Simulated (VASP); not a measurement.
An input for Quantum ESPRESSO's pw.x (written as the equivalent of a VASP run, and not itself run):

```
&CONTROL
  calculation = 'relax'
  pseudo_dir = './pseudo'
  outdir = './out'
  tprnfor = .true.
  tstress = .true.
  nstep = 30
  forc_conv_thr = 3.9e-05
/
&SYSTEM
  ibrav = 0
  nat = 2
  ntyp = 2
  ecutwfc = 84
  occupations = 'smearing'
  smearing = 'gaussian'
  degauss = 0.003675
  input_dft = 'pz'
/
&ELECTRONS
  conv_thr = 7.3e-10
  electron_maxstep = 100
/
&IONS
/
ATOMIC_SPECIES
  Ba 137.327 Ba.upf
  O 15.999 O.upf
CELL_PARAMETERS angstrom
     0.0000000    2.7401628    2.7401628
     2.7401628    0.0000000    2.7401628
     2.7401628    2.7401628    0.0000000
ATOMIC_POSITIONS crystal
  Ba   0.0000000  0.0000000  0.0000000
  O    0.5000000  0.5000000  0.5000000
K_POINTS automatic
  8 8 8 0 0 0
```

Write the VASP files for the same calculation (LDA).

This is not unique; one that fits is 
**POSCAR**
```
BaO
1.0
  0.0000000000   2.7401628272   2.7401628272
  2.7401628272   0.0000000000   2.7401628272
  2.7401628272   2.7401628272   0.0000000000
Ba O
1 1
Cart
  0.0000000000   0.0000000000   0.0000000000
  2.7401628272   2.7401628272   2.7401628272
```

### INCAR
```
! general
SYSTEM  = BaO
PREC    = Accurate
ENCUT   = 520
LREAL   = .False.
LASPH   = .True.

! electronic loop
EDIFF   = 1E-8
NELM    = 100
ALGO    = Normal
LMAXMIX = 4

! smearing
ISMEAR  = 0
SIGMA   = 0.05

! ions
IBRION  = 1
NSW     = 30
ISIF    = 2
EDIFFG  = -0.001

! output
LWAVE   = .False.
LCHARG  = .False.
```

### KPOINTS
```
Automatic
0
G
  8 8 8
0 0 0
```

POTCAR, in this order: Ba_sv O (LDA.64 set). Program: vasp_std.

Limits of the translation: the potentials are each code's own (VASP's PAW set, PseudoDojo norm-conserving files in pw.x), so ENCUT and ecutwfc are chosen apart and not converted; conv_thr bounds pw.x's estimated SCF error, while EDIFF bounds the energy change between steps; forc_conv_thr acts on force components and is met together with etot_conv_thr.

The compound is BaO in the rock salt structure. It was relaxed first. The start is the result of an earlier pass.
